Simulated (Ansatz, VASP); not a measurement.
# Sb in two plane-wave programs, part 2 of 2

Aim: how closely do two programs agree when they are given the same cell, functional and k mesh? Of the first pair: The structure shown is the start of the Ansatz relaxation below; VASP solves that cell, so the two are compared at the walk's first step.

VASP 6.6.1 and Ansatz 0.2.0.

So far. Step 4 (Comparison): The forces differ by 56 meV/Å r.m.s., which is 21.2 % of the r.m.s. force of 0.264 eV/Å (both taken over all components). With vacuum in the cell, a pressure given here is an average over mostly empty space and none of the material.

### Step 7. VASP: single point, PBEsol with D3(BJ), relaxed cell, pair 2

Level of this step: PBEsol with D3(BJ); plane waves and PAW (Sb) (VASP).

The same cell, functional, mesh and smearing now go to VASP, with its own data sets.

The input, INCAR:

```
SYSTEM = Sb
PREC = Accurate
ENCUT = 400
EDIFF = 1E-06
NELM = 120
ISMEAR = -1
SIGMA = 0.02
LREAL = .FALSE.
ALGO = Normal
GGA = PS
IVDW = 12
NBANDS = 16
LORBIT = 11
LWAVE = .FALSE.
LCHARG = .FALSE.
ISIF = 2
LDIPOL = .TRUE.
IDIPOL = 3
DIPOL = 0.5 0.5 0.5
LVHAR = .TRUE.
LASPH = .TRUE.
GGA_COMPAT = .FALSE.
EFERMI = MIDGAP
NELMDL = -8
KPAR = 2
```

The input, POSCAR:

```
Sb
1.0
    4.0103421423      0.0000000000      0.0000000000
   -2.0051710711      3.4730581731      0.0000000000
    0.0000000000      0.0000000000     40.4000000000
Sb
4
Direct
    0.3333333333      0.6666666667      0.4525160402
    0.6666666666      0.3333333334      0.4118413469
    0.6666666666      0.3333333334      0.5881586531
    0.3333333333      0.6666666667      0.5474839598
```

The input, KPOINTS:

```
Automatic mesh
0
Gamma
6 6 1
0 0 0
```

The projector-augmented-wave data sets are Sb (PBE family, release 64).

The run is started by

```sh
$ mpirun -np 2 vasp_std
```

Numbers of over 12 decimals in the logs are rounded to 6 here.

Output:

```text
[banner, memory and clock lines left out]
running    2 mpi-ranks, on    1 nodes
[...]
[... a notice as in an earlier step ...]

 LDA part: xc-table for (Slater+PW92), standard interpolation
 POSCAR, INCAR and KPOINTS ok, starting setup
[...]
entering main loop
       N       E                     dE             d eps       ncg     rms          rms(c)
DAV:   1     0.114265277702E+03    0.11427E+03   -0.46720E+03   224   0.657E+02
DAV:   2    -0.646793012897E+01   -0.12073E+03   -0.11570E+03   336   0.122E+02
DAV:   3    -0.172671928534E+02   -0.10799E+02   -0.10708E+02   304   0.464E+01
DAV:   4    -0.175376336164E+02   -0.27044E+00   -0.27017E+00   320   0.914E+00
[...]
DAV:  21    -0.174075745359E+02   -0.53455E-05   -0.12938E-07   192   0.827E-04    0.882E-05
DAV:  22    -0.174075760292E+02   -0.14933E-05   -0.39652E-08   168   0.413E-04    0.608E-05
DAV:  23    -0.174075768708E+02   -0.84168E-06   -0.24569E-08   168   0.291E-04
   1 F= -.18496305E+02 E0= -.18496305E+02  d E =-.236568E-08
```

OUTCAR, selected parts (step 7):

```text
 Edisp (eV)   -1.08873

  Total       0.16478     0.16478     0.38837     0.00000    -0.00000     0.00000
  in kB       0.46919     0.46919     1.10582     0.00000    -0.00000     0.00000
  external pressure =        0.68 kB  Pullay stress =        0.00 kB

 POSITION                                       TOTAL-FORCE (eV/Angst)
 -----------------------------------------------------------------------------------
     -0.00000      2.31537     18.28165        -0.000000      0.000000      0.121762
      2.00517      1.15769     16.63839         0.000000     -0.000000     -0.121473
      2.00517      1.15769     23.76161         0.000000     -0.000000      0.121473
     -0.00000      2.31537     22.11835        -0.000000      0.000000     -0.121762
 -----------------------------------------------------------------------------------
    total drift:                                0.000000     -0.000000     -0.000000

  FREE ENERGIE OF THE ION-ELECTRON SYSTEM (eV)
  ---------------------------------------------------
  free  energy   TOTEN  =       -18.4963053210 eV

  energy  without entropy=      -18.4963053186  energy(sigma->0) =      -18.49630532

[... 1 part as in an earlier step ...]

[... 2 further parts left out ...]
[key lines of the parts left out:]
E-fermi :  -1.9117
```

### Step 8. Differences

What differs besides the data sets and the points named for the pairs above, as far as they apply: the data sets hold 60 valence electrons in Ansatz (on its PAW soft_1 files) and 20 in VASP. Total energies have different zeros and are not compared.

Compared:

```tsv
quantity	Ansatz	VASP	difference
gap on the k mesh (eV)	0.707	0.718	-0.011
```

Forces (eV/Å; atoms numbered as in POSCAR):

```tsv
atom	Ansatz x, y, z	VASP x, y, z
Sb1	0.000, 0.000, -0.002	0.000, 0.000, 0.122
Sb2	0.000, 0.000, 0.001	0.000, 0.000, -0.121
Sb3	0.000, 0.000, -0.001	0.000, 0.000, 0.121
Sb4	0.000, 0.000, 0.002	0.000, 0.000, -0.122
```

The forces differ by 71 meV/Å r.m.s., where the r.m.s. force is 0.001 eV/Å in Ansatz and 0.070 eV/Å in VASP: the atoms lie near their places of rest in Ansatz, so a percentage would say little (all taken over all components). A gap on the mesh is an upper bound, since the band edges may lie between its points. With vacuum in the cell, a pressure given here is an average over mostly empty space and none of the material.

### Step 9. Ansatz: relaxation, PBEsol with D3(BJ)

This run makes the geometry at which the two programs are then compared.

The structure compared here is the end of the Ansatz relaxation.

The input, input.yaml:

```yaml
crystal:
  lattice:
    - [4.12, 0.0, 0.0]
    - [-2.06, 3.5680246636, 0.0]
    - [0.0, 0.0, 40.4]
  atoms:
    - { symbol: Sb, position: [0.3333333333, 0.6666666667, 0.4591584159] }
    - { symbol: Sb, position: [0.6666666667, 0.3333333333, 0.4185643565] }
    - { symbol: Sb, position: [0.3333333333, 0.6666666667, 0.5814356435] }
    - { symbol: Sb, position: [0.0, 0.0, 0.5408415841] }
  periodic: [true, true, false]
kpoints:
  mp_grid: { grid: [6, 6, 1] }
hamiltonian:
  xc: pbesol
  dispersion: d3bj
  pseudopotentials: { kind: paw, azcp: { folder: soft_1 }, xc_functional: pbe }
scf:
  occupations: { method: fermi_dirac, width: 0.02 }
relax:
  f_tol: 0.01
  max_steps: 100
  cell: {}
```

The run is started by

```sh
$ ansatz run input.yaml --threads 4 --pin off --max-ram 17510MiB --backend cpu --events-out ev --progress --plain --runs-dir out
```

Output:

```text
[...]
Crystal: 4 atoms, lattice volume = 593.891 Å³
Basis set: ecut = 420 eV, 11511 PW (Γ), exchange–correlation on 60×60×576 points (8 copies of the dense FFT grid, shifted against one another)
Bands: 36, of which v1, the nominal top of the filled ones, is band 30 counted from 1 (29 counted from 0)
Symmetry: 6 space group operations
[...]
k-points: 7 of 36 (time reversal used)
[...]
--- Relaxed structure (7 steps of the walk, 6 accepted, 1 SCFs on fresh bases) ---
[...]
cell:  # Å, volume = 578.4861 Å³
    - [4.066216, 0.0, 0]
    - [-2.033108, 3.521447, 0]
    - [0, 0, 40.4]
  atoms:
    - { symbol: Sb, position: [0.333333, 0.666667, 0.468655] }
    - { symbol: Sb, position: [0.666667, 0.333333, 0.428624] }
    - { symbol: Sb, position: [0.333333, 0.666667, 0.571565] }
    - { symbol: Sb, position: [-3.256279614252508e-17, -2.312964634743449e-17, 0.531156] }
[key lines of the parts left out:]
SCF converged after 8 iterations
Free energy (F): -25633.316094 eV
Fermi energy:    -4.182630 eV
P = ½ c Tr σ = 0.0026 N/m
```

### Step 10. VASP: single point, PBEsol with D3(BJ), relaxed cell, pair 3

The same cell, functional, mesh and smearing now go to VASP, with its own data sets.

INCAR is that of step 7.

The input, POSCAR:

```
Sb
1.0
    4.0662163272      0.0000000000      0.0000000000
   -2.0331081636      3.5214466366      0.0000000000
    0.0000000000      0.0000000000     40.4000000000
Sb
4
Direct
    0.3333333333      0.6666666667      0.4686548894
    0.6666666666      0.3333333334      0.4286235904
    0.3333333333      0.6666666667      0.5715654743
    1.0000000000      0.0000000000      0.5311560459
```

KPOINTS is that of step 7.

The run is started by

```sh
$ mpirun -np 2 vasp_std
```

Output:

```text
[... set-up lines as in an earlier step ...]
 entering main loop
       N       E                     dE             d eps       ncg     rms          rms(c)
DAV:   1     0.117255432660E+03    0.11726E+03   -0.45427E+03   224   0.645E+02
DAV:   2    -0.584093714588E+01   -0.12310E+03   -0.11703E+03   344   0.128E+02
DAV:   3    -0.174457280506E+02   -0.11605E+02   -0.11572E+02   304   0.478E+01
DAV:   4    -0.177242471172E+02   -0.27852E+00   -0.27831E+00   312   0.932E+00
[...]
DAV:  24    -0.176216170825E+02   -0.19103E-05   -0.20506E-08   192   0.570E-04    0.297E-04
DAV:  25    -0.176216201687E+02   -0.30862E-05   -0.65612E-08   200   0.578E-04    0.878E-05
DAV:  26    -0.176216208619E+02   -0.69320E-06   -0.73121E-09   152   0.233E-04
   1 F= -.18868703E+02 E0= -.18868700E+02  d E =-.760721E-05
```

From OUTCAR (step 10):

```text
 Edisp (eV)   -1.24708

  Total       0.18159     0.18159     0.28248     0.00000     0.00000     0.00000
  in kB       0.50294     0.50294     0.78236     0.00000     0.00000     0.00000
  external pressure =        0.60 kB  Pullay stress =        0.00 kB

 POSITION                                       TOTAL-FORCE (eV/Angst)
 -----------------------------------------------------------------------------------
     -0.00000      2.34763     18.93366         0.000000     -0.000000      0.112729
      2.03311      1.17382     17.31639        -0.000000      0.000000     -0.100671
     -0.00000      2.34763     23.09125         0.000000     -0.000000      0.099932
      0.00000      0.00000     21.45870         0.000000     -0.000000     -0.111990
 -----------------------------------------------------------------------------------
    total drift:                                0.000000     -0.000000      0.000025

  FREE ENERGIE OF THE ION-ELECTRON SYSTEM (eV)
  ---------------------------------------------------
  free  energy   TOTEN  =       -18.8687034551 eV

  energy  without entropy=      -18.8686958479  energy(sigma->0) =      -18.86869965

[... 1 part as in an earlier step ...]

[... 2 further parts left out ...]
[key lines of the parts left out:]
E-fermi :  -1.8303
```

### Step 11. Comparison

What differs besides the data sets and the points named for the pairs above, as far as they apply: the data sets hold 60 valence electrons in Ansatz (on its PAW soft_1 files) and 20 in VASP. Total energies have different zeros and are not compared.

Compared:

```tsv
quantity	Ansatz	VASP	difference
gap on the k mesh (eV)	0.431	0.395	+0.036
```

Forces (eV/Å; atoms numbered as in POSCAR):

```tsv
atom	Ansatz x, y, z	VASP x, y, z
Sb1	0.000, 0.000, 0.001	0.000, 0.000, 0.113
Sb2	0.000, 0.000, 0.001	0.000, 0.000, -0.101
Sb3	0.000, 0.000, 0.003	0.000, 0.000, 0.100
Sb4	0.000, 0.000, -0.005	0.000, 0.000, -0.112
```

The forces differ by 60 meV/Å r.m.s., where the r.m.s. force is 0.002 eV/Å in Ansatz and 0.061 eV/Å in VASP: the atoms lie near their places of rest in Ansatz, so a percentage would say little (all taken over all components). A gap on the mesh is an upper bound, since the band edges may lie between its points. With vacuum in the cell, a pressure given here is an average over mostly empty space and none of the material.

### Step 12. Outcome

```
r.m.s. force difference (single point, PBEsol with D3(BJ), start cell, pair 1)   : 21 % of the r.m.s. force
r.m.s. force difference (single point, PBEsol with D3(BJ), relaxed cell, pair 2) : 71 meV/Å
r.m.s. force difference (single point, PBEsol with D3(BJ), relaxed cell, pair 3) : 60 meV/Å
```

What this shows: The r.m.s. force difference is 21 % of the r.m.s. force (single point, PBEsol with D3(BJ), start cell, pair 1), beyond the 3 % picked in this series as the mark of a large difference. The data sets hold unlike numbers of valence electrons (60 in Ansatz and 20 in VASP), so part of the differences comes from the potentials. Single point, PBEsol with D3(BJ), start cell, pair 1, VASP with the data sets Sb_d_GW: r.m.s. force difference goes from 56 to 0.53 meV/Å. What causes the difference of the single point, PBEsol with D3(BJ), relaxed cell, pair 2 pair stays open here. What causes the difference of the single point, PBEsol with D3(BJ), relaxed cell, pair 3 pair stays open here. 3 further runs of this series are not shown here. Such differences can come from data sets, numerical settings and the points named under the comparisons, not from the functional's error against experiment.

[Lines on the potential files, build, host, timing and source positions are cut from VASP's logs without a mark.]

[Logs are printed without paths, hosts, clocks, repeated set-up lines and the standing remarks that a program may print on its own settings, such as how far it seeks lower states.]

[Hosts, paths, dates, database ids (printed as entryN), source tags and the programs' standing remarks are cut or masked in the printed files.]
